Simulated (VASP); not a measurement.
The system is ZnSn4.

```xyz
5
Lattice="-3.1425 3.1425 3.1425 3.1425 -3.1425 3.1425 3.1425 3.1425 -3.1425" Properties=species:S:1:pos:R:3 pbc="T T T"
Zn    0.0000    0.0000    0.0000
Sn    1.5713    1.5713   -1.5713
Sn    1.5713   -1.5713    1.5713
Sn   -1.5713    1.5713    1.5713
Sn    1.5713    1.5713    1.5713
```

The cell was built by a generator and needn't be a form met in nature.

The cell isn't the ideal one: species swapped into the MnGa4 type (Im-3m, No. 229).

| Item | Value |
| --- | --- |
| Program | VASP 6.6.1 |
| Task | relaxation of cell and atoms |
| Functional | PBE |
| Potentials or basis | VASP PAW PBE potentials, release 64 (Zn, Sn_d) |
| Cutoff | 600 eV |
| k mesh | 4 × 4 × 4 |
| Occupations | gaussian, width 0.1 eV |
| Spin | no spin polarisation |

At the start: pressure 7.2 GPa; volume 24.83 Å³/atom.

**Question.** Where does the relaxation end?

**Answer.** Over 3 steps the energy falls by 62.9 meV/atom and the volume is 27.92 Å³/atom (+12.5 %); space group Im-3m (No. 229, to 0.05 Å).

The path:
```tsv
step	energy change (eV)	largest force (eV/Å)	pressure (GPa)	volume (Å³)
1	0.0000	0.0000	7.25	124.14
2	-0.2834	0.0000	-1.68	145.42
3	-0.3147	0.0000	0.02	139.62
```

Final structure:
```
Zn Sn
1.0
    -3.26808    3.26808    3.26808
     3.26808   -3.26808    3.26808
     3.26808    3.26808   -3.26808
Zn Sn
1 4
Direct
  0.00000 0.00000 0.00000
  0.00000 0.00000 0.50000
  0.00000 0.50000 0.00000
  0.50000 0.00000 0.00000
  0.50000 0.50000 0.50000
```
